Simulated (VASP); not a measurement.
The system is Sc3Al5N8.

```
Al Sc N
1.0
     6.60000    0.00000    0.00000
    -3.30000    5.71577    0.00000
     0.00000    0.00000    5.04000
Al Sc N
5 3 8
Direct
  0.33333 0.16667 0.50000
  0.16667 0.83333 0.00000
  0.66667 0.33333 0.00000
  0.66667 0.83333 0.00000
  0.83333 0.66667 0.50000
  0.16667 0.33333 0.00000
  0.33333 0.66667 0.50000
  0.83333 0.16667 0.50000
  0.16667 0.33333 0.38200
  0.33333 0.16667 0.88200
  0.16667 0.83333 0.38200
  0.33333 0.66667 0.88200
  0.66667 0.33333 0.38200
  0.83333 0.16667 0.88200
  0.66667 0.83333 0.38200
  0.83333 0.66667 0.88200
```

The cell was built by a generator and needn't be a form met in nature.

| Quantity | Value |
| --- | --- |
| Program | VASP 6.6.1 |
| Task | relaxation of cell and atoms |
| Functional | PBE |
| Potentials or basis | VASP PAW PBE potentials, release 64 (Al, Sc_sv, N) |
| Cutoff | 600 eV |
| k mesh | 4 × 4 × 5 |
| Occupations | gaussian, width 0.05 eV |
| Spin | no spin polarisation |

At the start: pressure 5.6 GPa; volume 11.88 Å³/atom.

Problem. Where does the relaxation end?

Solution. Over 16 steps the energy falls by 117.6 meV/atom and the volume is 11.94 Å³/atom (+0.5 %); space group Cm (No. 8, to 0.05 Å).

Step by step:
```
step  energy change (eV)  largest force (eV/Å)  pressure (GPa)  volume (Å³)
   1              0.0000                3.8433            5.58       190.13
   2             -1.4036                0.9327           -7.14       201.66
   3             -1.5435                0.7957           -4.89       198.68
   4             -1.8152                0.5672            1.55       190.09
   5             -1.8198                0.4477            0.73       191.04
   6             -1.8555                0.3115           -0.05       191.62
   7             -1.8555                0.3111           -0.04       191.62
   8             -1.8699                0.1688           -0.26       191.69
   9             -1.8724                0.1622           -0.39       191.74
  10             -1.8788                0.0819            0.23       190.94
  11             -1.8789                0.0879            0.32       190.83
  12             -1.8808                0.0636           -0.13       191.25
  13             -1.8808                0.0617           -0.11       191.23
  14             -1.8814                0.0270           -0.02       191.10
  15             -1.8814                0.0294            0.00       191.07
  16             -1.8818                0.0155            0.04       191.01
```

Final structure:
```
Al Sc N
1.0
     6.64593   -0.05090    0.01135
    -3.36704    5.73009   -0.01135
     0.00894   -0.00516    5.03858
Al Sc N
5 3 8
Direct
  0.33546 0.16454 0.49659
  0.16571 0.83594 0.99652
  0.66406 0.33429 0.99652
  0.66971 0.83029 0.99959
  0.83186 0.66814 0.49346
  0.17336 0.32664 0.98865
  0.33472 0.67531 0.48720
  0.82469 0.16528 0.48720
  0.17636 0.32364 0.41187
  0.34739 0.15261 0.87298
  0.15341 0.84515 0.37445
  0.34141 0.68487 0.91203
  0.65485 0.34659 0.37445
  0.81513 0.15859 0.91203
  0.67822 0.82178 0.37489
  0.83365 0.66635 0.87757
```
